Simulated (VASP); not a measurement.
Energy against volume of CsCl (CsCl type). Method: r2SCAN+rVV10, VASP's PBE PAW potentials (set 64) (plane waves; VASP 6.6.1). Run with 520 eV cut-off, 7×7×7 Γ-centred mesh, Gaussian smearing of 0.050 eV, potentials Cs_sv Cl.

```tsv
V (Å³/atom)	E (eV/atom)
32.132	-17.46936
33.158	-17.47697
34.183	-17.47961
35.209	-17.47811
```

Question: Fit these four points and predict the energy of the run at 36.234 Å³/atom.

Answer: A cubic in V^(−2/3), the third-order Birch-Murnaghan form, passes through the four points with V0 = 34.30 Å³/atom and B0 = 21 GPa, and gives -17.4732 eV/atom there. The run gave -17.4732 eV/atom, -0.1 meV/atom from the fit; all five points give B0 = 21 GPa.

The compound is CsCl in the CsCl type structure. It was relaxed first.
